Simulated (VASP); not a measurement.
Calculation: PBE GGA, VASP's PBE PAW potentials (set 64) (plane waves; VASP).

A VASP calculation is set up with these files.

### POSCAR
```
Sc
1
    3.3175405433     0.0000000000     0.0000000000
   -1.6587702717     2.8730743015     0.0000000000
    0.0000000000     0.0000000000     5.1593149233
Sc
2
Direct
  0.6666670000   0.3333330000   0.7500000000
  0.3333330000   0.6666670000   0.2500000000
```

### INCAR
```
! general
SYSTEM   =  Sc
PREC     =  Normal
ENCUT    =  400
LREAL    =  .FALSE.
LASPH    =  .TRUE.

! electronic loop
EDIFF    =  1E-5   ! SCF stop (eV)
NELM     =  100   ! most electronic steps
NELMIN   =  4
ALGO     =  Fast   ! Davidson, then RMM-DIIS
LMAXMIX  =  4   ! l cut-off of mixed one-centre charges

! smearing
ISMEAR   =  1
SIGMA    =  0.1   ! width (eV)

! functional
GGA      =  PE   ! PBE

! ions
IBRION   =  2   ! conjugate gradients
NSW      =  20   ! most ionic steps
ISIF     =  2
EDIFFG   =  -0.03

! output
LWAVE    =  .FALSE.
LCHARG   =  .FALSE.
```

### KPOINTS
```
kpoints
0
gamma
 14 14 8
0 0 0
```

POTCAR, in this order: Sc_sv (PBE.64 set). Program: vasp_std.

Output of the run:

**OSZICAR**
```
       N       E                     dE             d eps       ncg     rms          rms(c)
DAV:   1     0.343707105212E+03    0.34371E+03   -0.99097E+03  3648   0.128E+03
DAV:   2     0.479424805712E+01   -0.33891E+03   -0.33385E+03  5025   0.655E+02
DAV:   3    -0.134984320832E+02   -0.18293E+02   -0.17733E+02  5900   0.166E+02
DAV:   4    -0.138770237390E+02   -0.37859E+00   -0.34270E+00  5378   0.206E+01
DAV:   5    -0.138822890650E+02   -0.52653E-02   -0.52088E-02  5983   0.249E+00    0.761E+00
RMM:   6    -0.125811569656E+02    0.13011E+01   -0.18739E+00  3741   0.207E+01    0.262E+00
RMM:   7    -0.125138829441E+02    0.67274E-01   -0.34648E+00  4185   0.161E+01    0.143E+00
RMM:   8    -0.124868713895E+02    0.27012E-01   -0.21298E-01  3854   0.625E+00    0.529E-01
RMM:   9    -0.124947354691E+02   -0.78641E-02   -0.12166E-01  4384   0.238E+00    0.120E-01
RMM:  10    -0.124963168140E+02   -0.15813E-02   -0.21339E-02  4457   0.907E-01    0.609E-02
RMM:  11    -0.124967158502E+02   -0.39904E-03   -0.53570E-03  4216   0.629E-01    0.365E-02
RMM:  12    -0.124968841005E+02   -0.16825E-03   -0.18633E-03  4491   0.277E-01    0.838E-03
RMM:  13    -0.124969422193E+02   -0.58119E-04   -0.52157E-04  3558   0.145E-01    0.121E-02
RMM:  14    -0.124969462161E+02   -0.39968E-05   -0.11925E-04  3157   0.775E-02    0.782E-03
RMM:  15    -0.124969452410E+02    0.97509E-06   -0.45455E-05  2803   0.688E-02
   1 F= -.12496945E+02 E0= -.12497252E+02  d E =-.124969E+02
```

File OUTCAR:
```
------------------------ aborting loop because EDIFF is reached ----------------------------------------
  FORCE on cell =-STRESS in cart. coord.  units (eV):
  Direction    XX          YY          ZZ          XY          YZ          ZX
  --------------------------------------------------------------------------------------
  Total        0.0163772      0.0163772     -0.0017143     -0.0000000      0.0000000     -0.0000000
  in kB        0.5335744      0.5335744     -0.0558515     -0.0000000      0.0000000     -0.0000000
  external PRESSURE =       0.3370991 kB  Pullay stress =       0.0000000 kB
  volume of cell :       49.18
      direct lattice vectors                 reciprocal lattice vectors
     3.317540543  0.000000000  0.000000000     0.301428117  0.174029610  0.000000000
    -1.658770272  2.873074301  0.000000000     0.000000000  0.348059220  0.000000000
     0.000000000  0.000000000  5.159314923     0.000000000  0.000000000  0.193824183
 POSITION                                       TOTAL-FORCE (eV/Angst)
 -----------------------------------------------------------------------------------
      1.65877      0.95769      3.86949         0.000000     -0.000000      0.000000
     -0.00000      1.91538      1.28983        -0.000000      0.000000      0.000000
 -----------------------------------------------------------------------------------
    total drift:                               -0.000537      0.000452     -0.000015
  FREE ENERGIE OF THE ION-ELECTRON SYSTEM (eV)
  ---------------------------------------------------
  free  energy   TOTEN  =       -12.4969452410 eV

  energy  without entropy=      -12.4978655892  energy(sigma->0) =      -12.49725202

 reached required accuracy - stopping structural energy minimisation
```
(Selected blocks of OUTCAR.)

OUTCAR:
```
 val. band max:        3.6787590137   @ k =   0.2857   0.1429   0.3750

 cond. band min:       3.7031850568   @ k =   0.3571   0.2857   0.5000


 Fermi energy:         3.6984797823

 k-point     1 :       0.0000    0.0000    0.0000
  band No.  band energies     occupation
      1     -45.7146      2.00000
      2     -45.6429      2.00000
      3     -24.5481      2.00000
      4     -24.2063      2.00000
      5     -24.2062      2.00000
      6     -24.1386      2.00000
      7     -24.1386      2.00000
      8     -24.1081      2.00000
      9      -1.4393      2.00000
     10       2.0599      2.00000
     11       4.3222     -0.00000
     12       5.2861     -0.00000
     13       5.2903     -0.00000
     14       5.5759     -0.00000
     15       5.7445      0.00000

 k-point     2 :       0.0714   -0.0000    0.0000
  band No.  band energies     occupation
      1     -45.7124      2.00000
      2     -45.6421      2.00000
      3     -24.5414      2.00000
      4     -24.2189      2.00000
      5     -24.2107      2.00000
      6     -24.1520      2.00000
      7     -24.1402      2.00000
      8     -24.1113      2.00000
      9      -1.3281      2.00000
     10       2.1522      2.00000
     11       4.2216     -0.00000
     12       5.0808     -0.00000
     13       5.3671     -0.00000
     14       5.6608     -0.00000
     15       5.7200      0.00000

 k-point     3 :       0.1429   -0.0000    0.0000
  band No.  band energies     occupation
      1     -45.7055      2.00000
      2     -45.6398      2.00000
      3     -24.5219      2.00000
      4     -24.2546      2.00000
      5     -24.2229      2.00000
      6     -24.1891      2.00000
      7     -24.1449      2.00000
      8     -24.1209      2.00000
      9      -1.0021      2.00000
     10       2.4073      2.00000
     11       3.9738     -0.00070
     12       4.7172     -0.00000
     13       5.4822     -0.00000
     14       5.6063     -0.00000
     15       5.7421      0.00000
...
```

The compound is Sc in the hcp structure. It was relaxed first.
